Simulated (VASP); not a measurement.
```xyz
8
Lattice="6.3763 0.0000 0.0000 0.0000 6.3763 0.0000 0.0000 0.0000 6.3763" Properties=species:S:1:pos:R:3 pbc="T T T"
Zn     0.0000     6.3763     6.3763
Te     1.5260     1.5260     1.5260
Te     4.8503     4.8503     1.5260
Te     4.8503     1.5260     4.8503
Te     1.5260     4.8503     4.8503
Cd     3.1881     3.1881     6.3763
Cd     3.1881     6.3763     3.1881
Cd     0.0000     3.1881     3.1881
```

Method: PBEsol GGA, VASP's PBE PAW potentials (set 64) (plane waves; VASP). Numerical set-up: 400 eV cut-off, Gaussian smearing of 0.050 eV, potentials Zn Te Cd.

Unless said otherwise, spin-orbit coupling is left out, though it shifts the bands of the heavy elements here.

Q: Estimate the band gap (along the path) with the smallest direct gap where there is one.

A: 
| Item | Result |
|---|---|
| band gap (along the path) | 0.77 eV |
| smallest direct gap (along the path) | 0.77 eV |

The structure was generated: Cd3ZnTe4 was put into an ordered model structure (P-43m), which need not be its known phase. It was relaxed first.
